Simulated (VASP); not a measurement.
Output of a VASP run:

OSZICAR:
```
       N       E                     dE             d eps       ncg     rms          rms(c)
DAV:   1     0.354008754969E+03    0.35401E+03   -0.22946E+04   740   0.140E+03
DAV:   2     0.734738527365E+01   -0.34666E+03   -0.33512E+03   792   0.321E+02
DAV:   3    -0.257433260470E+02   -0.33091E+02   -0.32725E+02   881   0.106E+02
DAV:   4    -0.267094625592E+02   -0.96614E+00   -0.96475E+00   873   0.170E+01
DAV:   5    -0.267336895141E+02   -0.24227E-01   -0.24226E-01   959   0.245E+00    0.946E+00
DAV:   6    -0.258992128367E+02    0.83448E+00   -0.32028E+00   966   0.367E+01    0.692E+00
DAV:   7    -0.258707866991E+02    0.28426E-01   -0.11096E+00   846   0.629E+00    0.306E+00
DAV:   8    -0.258639522758E+02    0.68344E-02   -0.37268E-02   938   0.176E+00    0.913E-01
DAV:   9    -0.258634788838E+02    0.47339E-03   -0.13111E-02   897   0.167E+00    0.193E-01
DAV:  10    -0.258633246888E+02    0.15420E-03   -0.29193E-03  1012   0.682E-01    0.551E-02
DAV:  11    -0.258633850139E+02   -0.60325E-04   -0.49968E-04   815   0.141E-01    0.464E-02
DAV:  12    -0.258633719728E+02    0.13041E-04   -0.81022E-05  1033   0.831E-02    0.251E-02
DAV:  13    -0.258633819112E+02   -0.99384E-05   -0.29776E-05   826   0.457E-02    0.496E-03
DAV:  14    -0.258633822838E+02   -0.37263E-06   -0.29219E-06   687   0.200E-02
   1 F= -.25863382E+02 E0= -.25863382E+02  d E =-.258634E+02
       N       E                     dE             d eps       ncg     rms          rms(c)
DAV:   1    -0.258706166535E+02   -0.72347E-02   -0.10567E-01   890   0.387E+00    0.604E-01
DAV:   2    -0.258647396488E+02    0.58770E-02   -0.28457E-02   898   0.274E+00    0.209E-01
DAV:   3    -0.258639999392E+02    0.73971E-03   -0.93065E-04   835   0.214E-01    0.113E-01
DAV:   4    -0.258637717534E+02    0.22819E-03   -0.31892E-04   823   0.694E-02    0.390E-02
DAV:   5    -0.258637569167E+02    0.14837E-04   -0.22076E-05  1031   0.531E-02    0.251E-02
DAV:   6    -0.258637536998E+02    0.32169E-05   -0.11222E-05   833   0.260E-02    0.681E-03
DAV:   7    -0.258637531979E+02    0.50181E-06   -0.48755E-07   465   0.107E-02
   2 F= -.25863753E+02 E0= -.25863753E+02  d E =-.370914E-03
```

OUTCAR:
```
------------------------ aborting loop because EDIFF is reached ----------------------------------------
  FORCE on cell =-STRESS in cart. coord.  units (eV):
  Direction    XX          YY          ZZ          XY          YZ          ZX
  --------------------------------------------------------------------------------------
  Total        0.0571156      0.0571156      0.0571156     -0.0000000      0.0000000     -0.0000000
  in kB        0.4344355      0.4344355      0.4344355     -0.0000000      0.0000000     -0.0000000
  external PRESSURE =       0.4344355 kB  Pullay stress =       0.0000000 kB
  volume of cell :      210.64
      direct lattice vectors                 reciprocal lattice vectors
     5.949949617 -0.000000000 -0.000000000     0.168068650  0.000000000 -0.000000000
     0.000000000  5.949949617  0.000000000     0.000000000  0.168068650  0.000000000
     0.000000000 -0.000000000  5.949949617     0.000000000 -0.000000000  0.168068650
 POSITION                                       TOTAL-FORCE (eV/Angst)
 -----------------------------------------------------------------------------------
      5.94995      5.94995      0.00000         0.000000      0.000000      0.000000
      2.97497      2.97497      0.00000         0.000000      0.000000      0.000000
      2.97497     -0.00000      2.97497         0.000000      0.000000      0.000000
      1.42000      1.55498      1.55498         0.008931     -0.008931     -0.008931
      4.52995      4.39497      1.55498        -0.008931      0.008931     -0.008931
      4.52995      1.55498      4.39497        -0.008931     -0.008931      0.008931
      1.42000      4.39497      4.39497         0.008931      0.008931      0.008931
      0.00000      2.97497      2.97497         0.000000      0.000000      0.000000
 -----------------------------------------------------------------------------------
    total drift:                                0.000000      0.000000     -0.000000
  FREE ENERGIE OF THE ION-ELECTRON SYSTEM (eV)
  ---------------------------------------------------
  free  energy   TOTEN  =       -25.8637531979 eV

  energy  without entropy=      -25.8637531979  energy(sigma->0) =      -25.86375320

 reached required accuracy - stopping structural energy minimisation
```
(Selected blocks of OUTCAR.)

**POSCAR**
```
BeZn3Te4
1
    5.9567353236    -0.0000000000    -0.0000000000
    0.0000000000     5.9567353236    -0.0000000000
   -0.0000000000    -0.0000000000     5.9567353236
Zn Te Be
3 4 1
Direct
  1.0000000000   1.0000000000   0.0000000000
  0.5000000000   0.5000000000   0.0000000000
  0.5000000000   0.0000000000   0.5000000000
  0.2385090057   0.2614909943   0.2614909943
  0.7614909943   0.7385090057   0.2614909943
  0.7614909943   0.2614909943   0.7385090057
  0.2385090057   0.7385090057   0.7385090057
  1.0000000000   0.5000000000   0.5000000000
```

### Question
Reconstruct the remaining input files.

### Answer
This is not unique; one that fits is the input of the run itself, PBEsol GGA, plane waves, VASP's PBE PAW potentials (set 64).

INCAR:
```
SYSTEM  =  BeZn3Te4
PREC  =  Accurate; ENCUT  =  400; LREAL  =  .False.
LASPH  =  .True.
EDIFF  =  1E-6; NELM  =  100; ALGO  =  Normal
LMAXMIX  =  4
ISMEAR  =  0; SIGMA  =  0.05
GGA  =  PS
IBRION  =  2; NSW  =  60; ISIF  =  3
EDIFFG  =  -0.02
LWAVE  =  .False.; LCHARG  =  .False.
```

### KPOINTS
```
Automatic
0
gamma
 4 4 4
0 0 0
```

POTCAR, in this order: Zn Te Be (PBE.64 set). Program: vasp_std.

The structure was generated: BeZn3Te4 was put into an ordered model structure (P-43m), which need not be its known phase. This run relaxes it. Symmetry was kept, so distortions that lower it aren't found. The start is the result of an earlier pass.
